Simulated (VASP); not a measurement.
Set up this calculation in VASP 6.6.1, as the native input.

```yaml
Task: relaxation of cell and atoms
Functional: PBE
Potentials_or_basis: VASP PAW PBE potentials, release 64 (Cs_sv, Zn, H)
Cutoff: 600 eV
k_mesh: 10 × 10 × 10
Occupations: gaussian, width 0.1 eV
Spin: no spin polarisation
Dipole_correction: no
Further_INCAR_settings: ALGO = Fast; EDIFF = 1e-06; IBRION = 2; EDIFFG = -0.01; NSW = 100; ISIF = 3
```

The structure of CsZnH3 lies in POSCAR:

```
CsZnH3
1.0
    4.1158148928      0.0000000000      0.0000000000
    0.0000000000      4.1158148928      0.0000000000
    0.0000000000      0.0000000000      4.1158148928
Cs Zn H
1 1 3
Direct
    0.5000000000      0.5000000000      0.5000000000
    0.0000000000      0.0000000000      0.0000000000
    0.5000000000      0.0000000000      0.0000000000
    0.0000000000      0.5000000000      0.0000000000
    0.0000000000      0.0000000000      0.5000000000
```

The cell was built by a generator and needn't be a form met in nature.

These files were run (other wordings do the same):

INCAR

```
SYSTEM = CsZnH3
ALGO = Fast
EDIFF = 1E-6
EDIFFG = -0.01
ENCUT = 600
GGA = PE
IBRION = 2
ISIF = 3
ISMEAR = 0
LASPH = .True.
LCHARG = .False.
LREAL = .False.
LWAVE = .False.
NELM = 100
NSW = 100
PREC = Accurate
SIGMA = 0.1
```

KPOINTS

```
k-points
0
Gamma
  10 10 10
  0 0 0
```

Potentials or basis: VASP PAW PBE potentials, release 64 (Cs_sv, Zn, H).

Command:

```bash
$ cat potpaw_PBE.64/Cs_sv/POTCAR potpaw_PBE.64/Zn/POTCAR potpaw_PBE.64/H/POTCAR > POTCAR
$ mpirun -np 1 vasp_std > vasp.out
```

Results of the run:

The relaxed volume is 14.02 Å³/atom and the relaxed cell is a = 4.123 Å, b = 4.123 Å, c = 4.123 Å, α = 90.00°, β = 90.00°, γ = 90.00°. The space group after relaxing (to 0.05 Å) is Pm-3m (No. 221). The energy gained by relaxing is 0.1 meV/atom, the ionic steps are 2 and the pressure after relaxing is 0.1 GPa. The band gap on the k mesh is none (metal or under the smearing width).

It took 46 s on 1 thread of Intel(R) Xeon(R) 6975P-C (Granite Rapids), with other jobs on the host, peak memory 0.27 GiB.
